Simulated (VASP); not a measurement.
```xyz
3
Lattice="0.0000 3.1890 3.1890 3.1890 0.0000 3.1890 3.1890 3.1890 0.0000" Properties=species:S:1:pos:R:3 pbc="T T T"
Mg     1.5945     1.5945     1.5945
Mg     4.7835     4.7835     4.7835
Ge     0.0000     0.0000     0.0000
```

The numbers are results of rev-vdW-DF2, VASP's PBE PAW potentials (set 64) (plane waves; VASP), not measurements. Settings: 520 eV cut-off, 6×6×6 Γ-centred mesh, Gaussian smearing of 0.050 eV, potentials Mg Ge_d.

Question: Estimate the energy per atom (σ→0), band gap (on the k-mesh) with the smallest direct gap where there is one.

Answer: 
| Property | Result |
|---|---|
| band gap (on the k-mesh) | 0.19 eV |
| smallest direct gap (on the k-mesh) | 1.05 eV |
| energy per atom (σ→0) | -0.992 eV/atom |

Total energies compare only between runs with the same potentials, cut-off and functional.

The compound is Mg2Ge in the antifluorite structure. It was relaxed first. The start is the result of an earlier pass.
